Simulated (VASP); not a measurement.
A VASP calculation is set up with these files.

File POSCAR:
```
Li2O
1.0
  0.0000000000   2.2915334605   2.2915334605
  2.2915334605   0.0000000000   2.2915334605
  2.2915334605   2.2915334605   0.0000000000
Li O
2 1
Direct
  0.2500000000   0.2500000000   0.2500000000
  0.7500000000   0.7500000000   0.7500000000
  1.0000000000   0.0000000000   1.0000000000
```

**KPOINTS**
```
Automatic
0
gamma
8 8 8
0 0 0
```

### INCAR
```
SYSTEM = Li2O
PREC = Accurate
ENCUT = 620
EDIFF = 1E-6
NELM = 100
ALGO = Normal
LREAL = .FALSE.
LASPH = .TRUE.
ISMEAR = 0
SIGMA = 0.05
GGA = PS
LWAVE = .FALSE.
LCHARG = .FALSE.
IBRION = 2
ISIF = 3
NSW = 40
EDIFFG = -0.02
```

POTCAR, in this order: Li_sv O (PBE.64 set). Program: vasp_std.

### Question
Write an equivalent input for Quantum ESPRESSO's pw.x.

### Answer
One equivalent input (not run):
```
&CONTROL
  calculation = 'vc-relax'
  pseudo_dir = './pseudo'
  outdir = './out'
  tprnfor = .true.
  tstress = .true.
  nstep = 40
  forc_conv_thr = 0.00078
/
&SYSTEM
  ibrav = 0
  nat = 3
  ntyp = 2
  ecutwfc = 84
  occupations = 'smearing'
  smearing = 'gaussian'
  degauss = 0.003675
  input_dft = 'pbesol'
/
&ELECTRONS
  conv_thr = 7.3e-08
  electron_maxstep = 100
/
&IONS
/
&CELL
/
ATOMIC_SPECIES
  Li 6.940 Li.upf
  O 15.999 O.upf
CELL_PARAMETERS angstrom
    -0.0000000    2.2915335    2.2915335
     2.2915335    0.0000000    2.2915335
     2.2915335    2.2915335    0.0000000
ATOMIC_POSITIONS crystal
  Li   0.2500000  0.2500000  0.2500000
  Li   0.7500000  0.7500000  0.7500000
  O    1.0000000  0.0000000  1.0000000
K_POINTS automatic
  8 8 8 0 0 0
```
What does not carry over: the potentials are each code's own (VASP's PAW set, PseudoDojo norm-conserving files in pw.x), so ENCUT and ecutwfc are chosen apart and not converted; conv_thr bounds pw.x's estimated SCF error, while EDIFF bounds the energy change between steps; forc_conv_thr acts on force components and is met together with etot_conv_thr.

The compound is Li2O in the antifluorite structure. It was relaxed first.
